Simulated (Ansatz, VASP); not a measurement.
# WC (Qusongite): VASP beside Ansatz

Wanted: the spread between two codes on one cell, functional and k mesh. The cell is taken from a series of runs on this material, whose earlier steps may have relaxed, scaled, displaced or heated it; both programs get it as it stands.

Calculated with Ansatz 0.2.0; plane waves, with VASP 6.6.1 beside it; zone-centre phonons at PBE.

## 1. The starting structure

It takes space group P-6m2 (No. 187, hexagonal). The conventional cell has a = 2.922 Å, b = 2.922 Å, c = 2.847 Å, α = 90.00°, β = 90.00°, γ = 120.00°. Nearest to W lie 6 C at 2.21 Å. Nearest to C lie 6 W at 2.21 Å. Farther neighbours are not listed.

As a file:

```xyz
2
Lattice="2.9218 0.0000 0.0000 -1.4609 2.5303 0.0000 0.0000 0.0000 2.8472" Properties=species:S:1:pos:R:3 pbc="T T T"
W     0.0000    0.0000    0.0000
C     1.4609    0.8434    1.4236
```

## 2. VASP: zone-centre phonons, PBE

Second derivatives magnify differences that forces hide, and they need a tight electronic threshold.

Lines of VASP's logs that name or quote its potential files are left out, and so is its time.

Contents of INCAR:

```
SYSTEM = WC
PREC = Accurate
ENCUT = 600
EDIFF = 1E-08
NELM = 120
ISMEAR = 1
SIGMA = 0.2
LREAL = .FALSE.
ALGO = Normal
GGA = PE
NBANDS = 11
LASPH = .TRUE.
LORBIT = 11
LWAVE = .FALSE.
LCHARG = .FALSE.
ISIF = 2
IBRION = 8
GGA_COMPAT = .FALSE.
KPAR = 2
```

Contents of POSCAR:

```
WC
1.0
    2.9217641751      0.0000000000      0.0000000000
   -1.4608820875      2.5303219995      0.0000000000
    0.0000000000      0.0000000000      2.8471905616
W C
1 1
Direct
    0.0000000000      0.0000000000      0.0000000000
    0.6666666667      0.3333333333      0.5000000000
```

Contents of KPOINTS:

```
Automatic mesh
0
Gamma
18 18 16
0 0 0
```

PAW data sets: W and C (PBE family, release 64).

Launch:

```sh
> mpirun -np 2 vasp_std
```

Numbers of over 12 decimals in the logs are rounded to 6 here.

What it wrote:

```text
[banner, memory and clock lines left out]
running    2 mpi-ranks, on    1 nodes
 distrk:  each k-point on    1 cores,    2 groups
 distr:  one band on    1 cores,    1 groups

 POSCAR found type information on POSCAR W C
 POSCAR found :  2 types and       2 ions
 LDA part: xc-table for (Slater+PW92), standard interpolation
 POSCAR, INCAR and KPOINTS ok, starting setup
 FFT: planning ... GRIDC
 FFT: planning ... GRID_SOFT
 FFT: planning ... GRID
 WAVECAR not read
 entering main loop
       N       E                     dE             d eps       ncg     rms          rms(c)
DAV:   1     0.289553810237E+02    0.28955E+02   -0.54107E+03  7326   0.924E+02
DAV:   2    -0.234550156689E+02   -0.52410E+02   -0.49817E+02  8410   0.213E+02
DAV:   3    -0.256867285220E+02   -0.22317E+01   -0.22036E+01  9270   0.367E+01
DAV:   4    -0.257024896033E+02   -0.15761E-01   -0.15755E-01  8000   0.352E+00
DAV:   5    -0.257025562742E+02   -0.66671E-04   -0.66669E-04  8893   0.233E-01    0.330E+01
DAV:   6    -0.226389622276E+02    0.30636E+01   -0.14225E+01  8706   0.229E+01    0.104E+01
DAV:   7    -0.225670952156E+02    0.71867E-01   -0.70828E-01  7527   0.657E+00    0.799E+00
DAV:   8    -0.225288168749E+02    0.38278E-01   -0.11593E-01  8102   0.259E+00    0.225E+00
DAV:   9    -0.225223966436E+02    0.64202E-02   -0.15353E-02  7995   0.806E-01    0.101E-01
DAV:  10    -0.225223591269E+02    0.37517E-04   -0.85795E-04  8387   0.259E-01    0.186E-01
DAV:  11    -0.225223493179E+02    0.98090E-05   -0.72391E-05  8703   0.600E-02    0.882E-03
DAV:  12    -0.225223463824E+02    0.29355E-05   -0.36592E-06  8196   0.134E-02    0.155E-02
DAV:  13    -0.225223465458E+02   -0.16345E-06   -0.64350E-07  9562   0.710E-03    0.967E-04
DAV:  14    -0.225223464974E+02    0.48425E-07   -0.20519E-08  5972   0.124E-03    0.128E-03
DAV:  15    -0.225223465288E+02   -0.31361E-07   -0.46354E-09  4173   0.624E-04    0.151E-04
DAV:  16    -0.225223465357E+02   -0.69018E-08   -0.47081E-10  3792   0.180E-04
   1 F= -.22522347E+02 E0= -.22522269E+02  d E =-.232277E-03
 Linear response reoptimize wavefunctions to high precision
DAV:   1    -0.225223465374E+02   -0.16772E-08   -0.67331E-11  4806   0.626E-05
DAV:   2    -0.225223465374E+02    0.51159E-11   -0.44749E-12  3741   0.211E-05
 Linear response DOF=           4
 Linear response progress:
  Degree of freedom:   1/  4
       N       E                     dE             d eps       ncg     rms          rms(c)
RMM:   1    -0.109085774609E+00   -0.10909E+00   -0.88694E-02 64472   0.191E+00
RMM:   2    -0.106170651001E+00    0.29151E-02   -0.18946E-03 49549   0.348E-01    0.204E-01
RMM:   3    -0.105223608824E+00    0.94704E-03   -0.31931E-04 51786   0.111E-01    0.120E-01
RMM:   4    -0.104776072768E+00    0.44754E-03   -0.52020E-04 51786   0.140E-01    0.183E-02
RMM:   5    -0.104793982740E+00   -0.17910E-04    0.16902E-06 53705   0.164E-02    0.367E-03
RMM:   6    -0.104795343431E+00   -0.13607E-05   -0.15191E-07 53462   0.241E-03    0.131E-03
RMM:   7    -0.104794787290E+00    0.55614E-06    0.70968E-08 53185   0.103E-03    0.125E-04
RMM:   8    -0.104793688998E+00    0.10983E-05   -0.22806E-07 54871   0.204E-04    0.210E-05
RMM:   9    -0.104793711000E+00   -0.22002E-07    0.47664E-09 55931   0.322E-05    0.683E-06
RMM:  10    -0.104793709148E+00    0.18520E-08    0.12620E-08 56428   0.865E-06    0.391E-06
 first order change of Fermi-energy  -0.62447E-04
 force on displaced ion       1 direction 1 : -15.081   0.002   0.000
 Linear response progress:
  Degree of freedom:   2/  4
       N       E                     dE             d eps       ncg     rms          rms(c)
RMM:   1    -0.113987636507E+00   -0.11399E+00   -0.95943E-02 23704   0.197E+00
RMM:   2    -0.110207220334E+00    0.37804E-02   -0.22931E-03 17429   0.400E-01    0.170E-01
RMM:   3    -0.109604034930E+00    0.60319E-03   -0.21059E-04 18266   0.101E-01    0.951E-02
RMM:   4    -0.109532679410E+00    0.71356E-04   -0.36314E-04 18051   0.127E-01    0.137E-02
RMM:   5    -0.109553032820E+00   -0.20353E-04   -0.22575E-06 18982   0.132E-02    0.434E-03
RMM:   6    -0.109567711287E+00   -0.14678E-04   -0.33842E-09 18918   0.234E-03    0.104E-03
RMM:   7    -0.109568726623E+00   -0.10153E-05   -0.16161E-09 18502   0.734E-04    0.261E-04
RMM:   8    -0.109568403948E+00    0.32268E-06   -0.21160E-09 19309   0.221E-04    0.828E-05
RMM:   9    -0.109567758957E+00    0.64499E-06    0.31201E-09 19460   0.717E-05    0.637E-06
RMM:  10    -0.109567734492E+00    0.24466E-07    0.53003E-09 19798   0.110E-05    0.280E-06
RMM:  11    -0.109567740218E+00   -0.57266E-08    0.40795E-10 17054   0.307E-06    0.287E-07
 first order change of Fermi-energy  -0.40485E-03
 force on displaced ion       1 direction 3 :   0.000   0.000 -13.517
 Linear response progress:
  Degree of freedom:   3/  4
       N       E                     dE             d eps       ncg     rms          rms(c)
RMM:   1    -0.118412553065E+00   -0.11841E+00    0.45519E-02 75523   0.207E+00
RMM:   2    -0.116034094370E+00    0.23785E-02   -0.22186E-03 50470   0.439E-01    0.205E-01
RMM:   3    -0.116380669785E+00   -0.34658E-03   -0.42859E-04 47816   0.140E-01    0.109E-01
RMM:   4    -0.117196024346E+00   -0.81535E-03   -0.31639E-04 47606   0.115E-01    0.250E-02
RMM:   5    -0.117157528786E+00    0.38496E-04   -0.52139E-06 52527   0.214E-02    0.138E-03
RMM:   6    -0.117173367129E+00   -0.15838E-04   -0.32885E-07 52888   0.264E-03    0.456E-04
RMM:   7    -0.117169694101E+00    0.36730E-05    0.46141E-09 53184   0.483E-04    0.105E-04
RMM:   8    -0.117169770909E+00   -0.76808E-07    0.83841E-09 54556   0.874E-05    0.284E-05
RMM:   9    -0.117169632660E+00    0.13825E-06   -0.76818E-09 55629   0.213E-05    0.389E-06
RMM:  10    -0.117169615868E+00    0.16792E-07   -0.14540E-09 52789   0.419E-06    0.105E-06
RMM:  11    -0.117169611799E+00    0.40689E-08   -0.17891E-09 42285   0.197E-06    0.172E-07
 first order change of Fermi-energy   0.63359E-05
 force on displaced ion       2 direction 1 : -15.080   0.002   0.000
 Linear response progress:
  Degree of freedom:   4/  4
       N       E                     dE             d eps       ncg     rms          rms(c)
RMM:   1    -0.121860056197E+00   -0.12186E+00    0.61535E-02 26598   0.216E+00
RMM:   2    -0.120486651247E+00    0.13734E-02   -0.23653E-03 17910   0.463E-01    0.186E-01
RMM:   3    -0.120715519710E+00   -0.22887E-03   -0.75700E-04 16930   0.180E-01    0.911E-02
RMM:   4    -0.121686677690E+00   -0.97116E-03   -0.55867E-04 17300   0.141E-01    0.223E-02
RMM:   5    -0.121678944913E+00    0.77328E-05   -0.11809E-05 18359   0.247E-02    0.308E-03
RMM:   6    -0.121716340751E+00   -0.37396E-04   -0.94914E-07 17948   0.584E-03    0.574E-04
RMM:   7    -0.121716438978E+00   -0.98227E-07   -0.69214E-08 18870   0.101E-03    0.241E-04
RMM:   8    -0.121715254407E+00    0.11846E-05   -0.25953E-08 18628   0.155E-04    0.521E-05
RMM:   9    -0.121715055614E+00    0.19879E-06   -0.25473E-09 19116   0.529E-05    0.161E-05
RMM:  10    -0.121714987123E+00    0.68491E-07   -0.25850E-09 19445   0.182E-05    0.117E-06
RMM:  11    -0.121714984260E+00    0.28630E-08   -0.22316E-09 17497   0.301E-06    0.814E-07
 first order change of Fermi-energy   0.25380E-03
 force on displaced ion       2 direction 3 :  -0.000  -0.000 -13.514
 Linear response finished
```

OUTCAR, selected parts (step 2):

```text
ion  position               nearest neighbor table
   1  0.000  0.000  0.000-   2 2.21   2 2.21   2 2.21   2 2.21   2 2.21   2 2.21
   2  0.667  0.333  0.500-   1 2.21   1 2.21   1 2.21   1 2.21   1 2.21   1 2.21

  LATTYP: Found a hexagonal cell.
 ALAT       =     2.9217641751
 C/A-ratio  =     0.9744765118

 Subroutine GETGRP returns: Found 12 space group operations
 (whereof 12 operations were pure point group operations)

The static configuration has the point symmetry D_3h.

 Found    333 irreducible k-points:

   k-points           NKPTS =    333   k-points in BZ     NKDIM =    333   number of bands    NBANDS=     11

   dimension x,y,z NGX =    24 NGY =   24 NGZ =   24
   dimension x,y,z NGXF=    48 NGYF=   48 NGZF=   48

   ENCUT  =  600.0 eV  44.10 Ry    6.64 a.u.   5.84  5.84  5.69*2*pi/ulx,y,z

   NELECT =      10.0000    total number of electrons

 k-points in reciprocal lattice and weights: Automatic mesh
   0.00000000  0.00000000  0.00000000       0.000
   0.05555556  0.00000000  0.00000000       0.001
   0.11111111  0.00000000  0.00000000       0.001
   0.16666667 -0.00000000  0.00000000       0.001
   0.22222222  0.00000000  0.00000000       0.001
   0.27777778  0.00000000  0.00000000       0.001
   0.33333333 -0.00000000  0.00000000       0.001
   0.38888889  0.00000000  0.00000000       0.001
   0.44444444  0.00000000  0.00000000       0.001
[...]
0.33333333  0.27777778  0.50000000       0.002
   0.33333333  0.33333333  0.50000000       0.000

 average (electrostatic) potential at core
       1 -37.5363       2 -46.2895

  Total       -0.1617094     -0.1617094     -0.1395732     -0.0000000     -0.0000000     -0.0000000
  in kB      -12.3085900    -12.3085900    -10.6236805     -0.0000000     -0.0000000     -0.0000000
  external PRESSURE =     -11.7469535 kB  Pullay stress =       0.0000000 kB

  energy-cutoff  :      600.00
  volume of cell :       21.05
      direct lattice vectors                 reciprocal lattice vectors
     2.921764175  0.000000000  0.000000000     0.342258971  0.197603309  0.000000000
    -1.460882087  2.530321999  0.000000000     0.000000000  0.395206618  0.000000000
     0.000000000  0.000000000  2.847190562     0.000000000  0.000000000  0.351223418

 POSITION                                       TOTAL-FORCE (eV/Angst)
 -----------------------------------------------------------------------------------
      0.00000      0.00000      0.00000        -0.000000     -0.000000      0.000000
      1.46088      0.84344      1.42360         0.000000      0.000000      0.000000
 -----------------------------------------------------------------------------------
    total drift:                               -0.000000      0.000000      0.000000

 Eigenvectors and eigenvalues of the dynamical matrix
 ----------------------------------------------------

   1 f  =   18.080096 THz   113.600591 2PiTHz  603.087073 cm-1    74.773234 meV
             X         Y         Z           dx          dy          dz
      0.000000  0.000000  0.000000     0.181768    0.168190    0.000000
      1.460882  0.843441  1.423595    -0.711125   -0.658007    0.000000

   2 f  =   18.080096 THz   113.600591 2PiTHz  603.087073 cm-1    74.773234 meV
             X         Y         Z           dx          dy          dz
      0.000000  0.000000  0.000000     0.168190   -0.181768   -0.000000
      1.460882  0.843441  1.423595    -0.658007    0.711125   -0.000000

   3 f  =   17.115828 THz   107.541918 2PiTHz  570.922563 cm-1    70.785344 meV
             X         Y         Z           dx          dy          dz
      0.000000  0.000000  0.000000     0.000000    0.000000   -0.247665
      1.460882  0.843441  1.423595    -0.000000    0.000000    0.968846

   4 f/i=    0.000130 THz     0.000816 2PiTHz    0.004332 cm-1     0.000537 meV
             X         Y         Z           dx          dy          dz
      0.000000  0.000000  0.000000    -0.527677    0.812545   -0.000000
      1.460882  0.843441  1.423595    -0.134877    0.207691   -0.000000

   5 f/i=    0.000130 THz     0.000816 2PiTHz    0.004332 cm-1     0.000537 meV
             X         Y         Z           dx          dy          dz
      0.000000  0.000000  0.000000     0.812545    0.527677   -0.000000
      1.460882  0.843441  1.423595     0.207691    0.134877   -0.000000

   6 f/i=    0.000499 THz     0.003136 2PiTHz    0.016646 cm-1     0.002064 meV
             X         Y         Z           dx          dy          dz
      0.000000  0.000000  0.000000    -0.000000   -0.000000   -0.968846
      1.460882  0.843441  1.423595    -0.000000   -0.000000   -0.247665

 ELASTIC MODULI CONTR FROM IONIC RELAXATION (kBar)
 Direction    XX          YY          ZZ          XY          YZ          ZX
 --------------------------------------------------------------------------------
 XX        -128.9340    128.9340      0.0000     -0.0000      0.0000     -0.0000
 YY         128.9340   -128.9340     -0.0000     -0.0000     -0.0000      0.0000
 ZZ           0.0000     -0.0000     -0.0000      0.0000     -0.0000      0.0000
 XY          -0.0000     -0.0000      0.0000   -128.9340      0.0000     -0.0000
 YZ           0.0000     -0.0000     -0.0000      0.0000     -0.0000      0.0000
 ZX          -0.0000      0.0000      0.0000     -0.0000      0.0000     -0.0000
 --------------------------------------------------------------------------------
```

[end of part 1 of 2]

[Lines on the potential files, build, host, timing and source positions are cut from VASP's logs without a mark.]

[Logs are printed without paths, hosts, clocks, repeated set-up lines and the standing remarks that a program may print on its own settings, such as how far it seeks lower states.]

[Hosts, paths, dates, database ids (printed as entryN), source tags and the programs' standing remarks are cut or masked in the printed files.]
